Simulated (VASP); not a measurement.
Here is the system:

```
NaCl
1.0
    0.00000     2.81573     2.81573
    2.81573     0.00000     2.81573
    2.81573     2.81573     0.00000
Na Cl
1 1
Cartesian
  0.00000   0.00000   0.00000
  2.81573   2.81573   2.81573
```

Method: PBE0 hybrid, VASP's PBE PAW potentials (set 64) (plane waves; VASP). Run with 520 eV cut-off, 6×6×6 Γ-centred mesh, Gaussian smearing of 0.050 eV, potentials Na_pv Cl.

Task: Predict the energy per atom (σ→0), band gap (on the k-mesh) with the smallest direct gap where there is one.

Result: 
```json
{
 "band gap (on the k-mesh)": "7.22 eV",
 "smallest direct gap (on the k-mesh)": "7.22 eV",
 "energy per atom (σ→0)": "-4.197 eV/atom"
}
```

The compound is NaCl in the rock salt structure. This cell is one point of a volume scan, at 0.97 of the reference volume. The cell's shape comes from a PBE relaxation.
